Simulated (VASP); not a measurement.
Given:

```xyz
2
Lattice="2.8237 0.0000 0.0000 0.0000 2.8237 0.0000 0.0000 0.0000 3.8427" Properties=species:S:1:pos:R:3 pbc="T T T"
Nb     1.4119     1.4119     1.9213
Ir     0.0000     0.0000     0.0000
```

Method: LDA (Ceperley-Alder, Perdew-Zunger), VASP's LDA PAW potentials (set 64) (plane waves; VASP). Run with 400 eV cut-off, 12×12×9 Γ-centred mesh, first-order Methfessel-Paxton smearing of 0.10 eV, potentials Nb_sv Ir.

Unless said otherwise, spin-orbit coupling is left out, though it shifts the bands of the heavy elements here.

**Question.** Predict the energy per atom (σ→0), band gap (on the k-mesh) with the smallest direct gap where there is one.

**Answer.** 
* **band gap (on the k-mesh)**: none (metal, semimetal or under 0.01 eV)
* **energy per atom (σ→0)**: -11.336 eV/atom

Only differences to runs with the same potentials and settings are physical.

The structure comes from a computed database's NbIr entry (P4/mmm); how it stands against other phases isn't given here. It was relaxed first. The start is the result of an earlier pass.
